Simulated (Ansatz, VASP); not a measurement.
## Hf4HN4 (H on HfN(001)): VASP beside Ansatz

One calculation is typed for both programs; each brings its own data sets and cutoff. How far apart do they land? The structure shown is the end of the VASP relaxation below.

Program: Ansatz 0.2.0. Level of theory: plane waves, with VASP 6.6.1 beside it; single point at PBEsol. Results are calculated unless marked as measured.

## (1) The structure

The cell holds 36 atoms: 16 Hf, 16 N and 4 H. Its edges and angles: a = 6.378 Å, b = 6.378 Å, c = 24.515 Å, α = 90.0°, β = 90.0°, γ = 90.0°. It derives from HfN. Vacuum lies along c.

Structure file:

```xyz
36
Lattice="6.3781 0.0000 0.0000 0.0000 6.3781 0.0000 0.0000 0.0000 24.5150" Properties=species:S:1:pos:R:3
Hf    0.0000    0.0000    8.0000
Hf    0.0000    3.1891    8.0000
Hf    3.1891    0.0000    8.0000
Hf    3.1891    3.1891    8.0000
Hf    1.5945    1.5945   10.2550
Hf    1.5945    4.7836   10.2550
Hf    4.7836    1.5945   10.2550
Hf    4.7836    4.7836   10.2550
Hf    0.0000    0.0000   12.5086
Hf    0.0000    3.1891   12.5086
Hf    3.1891    0.0000   12.5086
Hf    3.1891    3.1891   12.5086
Hf    1.5945    1.5945   14.9905
Hf    1.5945    4.7836   14.9905
Hf    4.7836    1.5945   14.9905
Hf    4.7836    4.7836   14.9905
N     1.5945    1.5945    8.0000
N     1.5945    4.7836    8.0000
N     4.7836    1.5945    8.0000
N     4.7836    4.7836    8.0000
N     0.0000    0.0000   10.2550
N     0.0000    3.1891   10.2550
N     3.1891    0.0000   10.2550
N     3.1891    3.1891   10.2550
N     1.5945    1.5945   12.5737
N     1.5945    4.7836   12.5737
N     4.7836    1.5945   12.5737
N     4.7836    4.7836   12.5737
N     0.0000    0.0000   14.7259
N     0.0000    3.1891   14.7259
N     3.1891    0.0000   14.7259
N     3.1891    3.1891   14.7259
H     1.5945    1.5945   16.8261
H     1.5945    4.7836   16.8261
H     4.7836    1.5945   16.8261
H     4.7836    4.7836   16.8261
```

## (2) VASP: relaxation, PBEsol

This run makes the geometry at which the two programs are then compared.

Lines of VASP's logs that name or quote its potential files are left out, and so is its time.

INCAR

```
SYSTEM = Hf4HN4
PREC = Normal
ENCUT = 400
EDIFF = 1E-05
NELM = 120
ISMEAR = 1
SIGMA = 0.1
LREAL = Auto
ALGO = Fast
GGA = PS
NBANDS = 168
LASPH = .TRUE.
LORBIT = 11
LWAVE = .FALSE.
LCHARG = .FALSE.
KPAR = 4
NCORE = 2
IBRION = 2
NSW = 80
ISIF = 2
EDIFFG = -0.04
POTIM = 0.4
MAXMIX = 40
IDIPOL = 3
LDIPOL = .TRUE.
DIPOL = 0.5 0.5 0.488
ISYM = 2
```

POSCAR

```
Hf4HN4
1.0
    6.3781031660      0.0000000000      0.0000000000
    0.0000000000      6.3781031660      0.0000000000
    0.0000000000      0.0000000000     24.5150000000
Hf N H
16 16 4
Selective dynamics
Direct
    0.0000000000      0.0000000000      0.3263308180  F F F
    0.0000000000      0.5000000000      0.3263308180  F F F
    0.5000000000      0.0000000000      0.3263308180  F F F
    0.5000000000      0.5000000000      0.3263308180  F F F
    0.2500000000      0.2500000000      0.4183153170  F F F
    0.2500000000      0.7500000000      0.4183153170  F F F
    0.7500000000      0.2500000000      0.4183153170  F F F
    0.7500000000      0.7500000000      0.4183153170  F F F
    0.0000000000      0.0000000000      0.5102998160  T T T
    0.0000000000      0.5000000000      0.5102998160  T T T
    0.5000000000      0.0000000000      0.5102998160  T T T
    0.5000000000      0.5000000000      0.5102998160  T T T
    0.2500000000      0.2500000000      0.6022843160  T T T
    0.2500000000      0.7500000000      0.6022843160  T T T
    0.7500000000      0.2500000000      0.6022843160  T T T
    0.7500000000      0.7500000000      0.6022843160  T T T
    0.2500000000      0.2500000000      0.3263308180  F F F
    0.2500000000      0.7500000000      0.3263308180  F F F
    0.7500000000      0.2500000000      0.3263308180  F F F
    0.7500000000      0.7500000000      0.3263308180  F F F
    0.0000000000      0.0000000000      0.4183153170  F F F
    0.0000000000      0.5000000000      0.4183153170  F F F
    0.5000000000      0.0000000000      0.4183153170  F F F
    0.5000000000      0.5000000000      0.4183153170  F F F
    0.2500000000      0.2500000000      0.5102998160  T T T
    0.2500000000      0.7500000000      0.5102998160  T T T
    0.7500000000      0.2500000000      0.5102998160  T T T
    0.7500000000      0.7500000000      0.5102998160  T T T
    0.0000000000      0.0000000000      0.6022843160  T T T
    0.0000000000      0.5000000000      0.6022843160  T T T
    0.5000000000      0.0000000000      0.6022843160  T T T
    0.5000000000      0.5000000000      0.6022843160  T T T
    0.2500000000      0.2500000000      0.6736691820  T T T
    0.2500000000      0.7500000000      0.6736691820  T T T
    0.7500000000      0.2500000000      0.6736691820  T T T
    0.7500000000      0.7500000000      0.6736691820  T T T
```

KPOINTS

```
Automatic mesh
0
Gamma
4 4 1
0 0 0
```

Potentials, in the order of the species: Hf_sv_GW, N and H (PBE family, release 64).

Run with:

```console
$ mpirun -np 8 vasp_std
```

Numbers of over 12 decimals in the logs are rounded to 6 here.

What it wrote:

```text
[banner, memory and clock lines left out]
running    8 mpi-ranks, on    1 nodes
[...]
|                                                                             |
|               ----> ADVICE to this user running VASP <----                  |
|                                                                             |
|     You enforced a specific xc type in the INCAR file but a different       |
|     [... a line on the potential file left out ...]
|     I HOPE YOU KNOW WHAT YOU ARE DOING!                                     |
|                                                                             |

 LDA part: xc-table for (Slater+PW92), standard interpolation
 POSCAR, INCAR and KPOINTS ok, starting setup
[...]
entering main loop
       N       E                     dE             d eps       ncg     rms          rms(c)
DAV:   1     0.309785058282E+04    0.30979E+04   -0.13487E+05  2432   0.119E+03
DAV:   2    -0.120822808279E+03   -0.32187E+04   -0.31506E+04  2768   0.401E+02
DAV:   3    -0.472036200135E+03   -0.35121E+03   -0.34899E+03  2216   0.150E+02
DAV:   4    -0.483770302862E+03   -0.11734E+02   -0.11680E+02  2696   0.260E+01
[...]
RMM:  39    -0.413147660310E+03   -0.35543E-04   -0.13448E-04  1938   0.127E-02    0.276E+00
RMM:  40    -0.413147502590E+03    0.15772E-03   -0.69185E-05  1403   0.919E-03    0.261E+00
RMM:  41    -0.413147525048E+03   -0.22458E-04   -0.82882E-05  1789   0.115E-02    0.237E+00
[...]
RMM:  14    -0.414318700450E+03   -0.10050E-04   -0.37940E-06   624   0.220E-03    0.303E-02
RMM:  15    -0.414318703544E+03   -0.30941E-05   -0.86123E-07   564   0.194E-03
   5 F= -.41431870E+03 E0= -.41431029E+03  d E =-.881781E-01
[... from here on, the cycles between the ionic steps are left out ...]
   6 F= -.41431960E+03 E0= -.41431114E+03  d E =-.890764E-01
   7 F= -.41436449E+03 E0= -.41435628E+03  d E =-.448852E-01
   8 F= -.41445887E+03 E0= -.41445294E+03  d E =-.139271E+00
   9 F= -.41447795E+03 E0= -.41447679E+03  d E =-.158347E+00
  10 F= -.41449632E+03 E0= -.41449394E+03  d E =-.176717E+00
  11 F= -.41449738E+03 E0= -.41449465E+03  d E =-.105797E-02
  12 F= -.41449899E+03 E0= -.41449645E+03  d E =-.266842E-02
[...]
reached required accuracy - stopping structural energy minimisation
```

OUTCAR, selected parts (step 2):

```text
  Total      -40.1145993    -40.1145993    -17.5182855      0.0000000      0.0000000      0.0000000
  in kB      -64.4463112    -64.4463112    -28.1440897      0.0000000      0.0000000      0.0000000
  external PRESSURE =     -52.3455707 kB  Pullay stress =       0.0000000 kB

 POSITION                                       TOTAL-FORCE (eV/Angst)
 -----------------------------------------------------------------------------------
      0.00000      0.00000      8.00000        -0.000000      0.000000      1.820392
      0.00000      3.18905      8.00000        -0.000000     -0.000000      1.820392
      3.18905      0.00000      8.00000        -0.000000      0.000000      1.820392
      3.18905      3.18905      8.00000        -0.000000      0.000000      1.820392
      1.59453      1.59453     10.25500        -0.000000      0.000000      0.246699
      1.59453      4.78358     10.25500        -0.000000     -0.000000      0.246699
      4.78358      1.59453     10.25500         0.000000      0.000000      0.246699
      4.78358      4.78358     10.25500         0.000000     -0.000000      0.246699
      0.00000      0.00000     12.50860        -0.000000      0.000000      0.020112
      0.00000      3.18905     12.50860        -0.000000     -0.000000      0.020112
      3.18905      0.00000     12.50860         0.000000      0.000000      0.020112
      3.18905      3.18905     12.50860        -0.000000     -0.000000      0.020112
      1.59453      1.59453     14.99051        -0.000000     -0.000000     -0.019004
      1.59453      4.78358     14.99051        -0.000000      0.000000     -0.019004
[...]
-----------------------------------------------------------------------------------
    total drift:                                0.000000     -0.000000     -0.133547

  FREE ENERGIE OF THE ION-ELECTRON SYSTEM (eV)
  ---------------------------------------------------
  free  energy   TOTEN  =      -414.4989869809 eV

  energy  without entropy=     -414.4913798256  energy(sigma->0) =     -414.49645126

 reached required accuracy - stopping structural energy minimisation

[... 3 further parts left out ...]
[key lines of the parts left out:]
E-fermi :   1.4045
```

(Part 1 of 2 ends here.)

[Lines on the potential files, build, host, timing and source positions are cut from VASP's logs without a mark.]

[Logs are printed without paths, hosts, clocks, repeated set-up lines and the standing remarks that a program may print on its own settings, such as how far it seeks lower states.]

[Hosts, paths, dates, database ids (printed as entryN), source tags and the programs' standing remarks are cut or masked in the printed files.]
